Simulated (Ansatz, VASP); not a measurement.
## InB3 in VASP and in Ansatz

```
In B
1.0
     3.58401    0.00000    0.00000
     0.00000    3.58401    0.00000
     0.00000    0.00000    3.58401
In B
1 3
Direct
  0.00000 0.00000 0.00000
  0.00000 0.50000 0.50000
  0.50000 0.00000 0.50000
  0.50000 0.50000 0.00000
```

Change from the starting cell: species swapped into the Pr3Sn type (Pm-3m, No. 221).

Alike in both runs: functional PBE; k mesh 14 × 14 × 14; occupations gaussian, width 0.1 eV; no spin polarisation.

Ansatz relaxed the structure, and its values are those at the end. VASP's run is a single point on that final structure, the one shown.

|  | VASP | Ansatz |
| --- | --- | --- |
| version | VASP 6.6.1 | Ansatz 0.2.0 |
| potentials or method | VASP PAW PBE potentials, release 64 (In_d, B) | scalar-relativistic, plane waves, PAW |
| plane-wave cutoff (eV) | 520 | 420 |
| valence electrons in the cell | 22 | 22 |

|  | VASP | Ansatz | Ansatz less VASP |
| --- | --- | --- | --- |
| gap on the k mesh at the Fermi level (eV) | none | none | - |
| pressure (GPa) | 0.0 | 0.0 | +0.04 |

A gap of «none» marks a metal or a gap that the smearing closes.
